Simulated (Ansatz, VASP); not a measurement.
**Two plane-wave programs on Be2H3Br**

INCAR

```
PREC = Accurate
ENCUT = 600
EDIFF = 1E-6
ISMEAR = 0
SIGMA = 0.1
LREAL = F
LASPH = T
NELM = 100
ALGO = Normal
ISIF = 3
LWAVE = F
LCHARG = F
GGA = PE
IBRION = 2
NSW = 100
EDIFFG = -0.01
```

Contents of KPOINTS:

```
regular mesh
0
Gamma
  12 12 12
```

POSCAR

```
Be2H3Br
1.0
    2.7266276841      1.5742192274      2.4374054586
   -2.7266276841      1.5742192274      2.4374054586
    0.0000000000     -3.1484384547      2.4374054586
Be H Br
2 3 1
Direct
    0.3477532748      0.3477532748      0.3477532748
    0.6522467252      0.6522467252      0.6522467252
    0.5000000000      0.0000000000      0.0000000000
    0.0000000000      0.5000000000      0.0000000000
    0.0000000000      0.0000000000      0.5000000000
    0.0000000000      0.0000000000      0.0000000000
```

Input for Ansatz:

```yaml
crystal:
  lattice:
    - [2.7266276841, 1.5742192274, 2.4374054586]
    - [-2.7266276841, 1.5742192274, 2.4374054586]
    - [0.0, -3.1484384547, 2.4374054586]
  atoms:
    - { symbol: Be, position: [0.3477532748, 0.3477532748, 0.3477532748] }
    - { symbol: Be, position: [0.6522467252, 0.6522467252, 0.6522467252] }
    - { symbol: H, position: [0.5, 0.0, 0.0] }
    - { symbol: H, position: [0.0, 0.5, 0.0] }
    - { symbol: H, position: [0.0, 0.0, 0.5] }
    - { symbol: Br, position: [0.0, 0.0, 0.0] }
basis:
  ecutwfc: 420
kpoints:
  mp_grid: { grid: [12, 12, 12] }
hamiltonian:
  xc: pbe
scf:
  occupations: { method: gaussian, width: 0.1 }
output:
  forces: true
  stress: true
  eigenvalues: true
  write_density: true
  write_potential: true
  elf: true
  volumetric_format: npy
relax:
  adjacent_minimum: "off"
  f_tol: 0.01
  max_steps: 80
  cell: { stress_tol: 0.05 }
```

Change from the starting cell: species swapped into the Dy2FeCo3 type (R-3m, No. 166).

Alike in both runs: task relaxation of cell and atoms; functional PBE; k mesh 12 × 12 × 12; occupations gaussian, width 0.1 eV; no spin polarisation.

|  | VASP | Ansatz |
| --- | --- | --- |
| version | VASP 6.6.1 | Ansatz 0.2.0 |
| potentials or method | VASP PAW PBE potentials, release 64 (Be, H, Br) | scalar-relativistic, plane waves, PAW |
| plane-wave cutoff (eV) | 600 | 420 |
| valence electrons in the cell | 14 | 14 |

Ansatz gave:

- gap on the k mesh at the Fermi level, each at its own relaxed structure (eV): none
- relaxed volume (Å³/atom): 12.14
- relaxed cell length with the largest relative difference (Å): 4.188
- energy change over the relaxation (meV/atom): -21

**Question.** Which values does VASP return?

**Answer.** gap on the k mesh at the Fermi level, each at its own relaxed structure (eV): none; relaxed volume (Å³/atom): 12.08; relaxed cell length with the largest relative difference (Å): 4.179; energy change over the relaxation (meV/atom): -20.

A gap of «none» marks a metal or a gap that the smearing closes.

Caveats: the volume moved by over 15 % at a fixed basis, so the end points are rough (VASP).
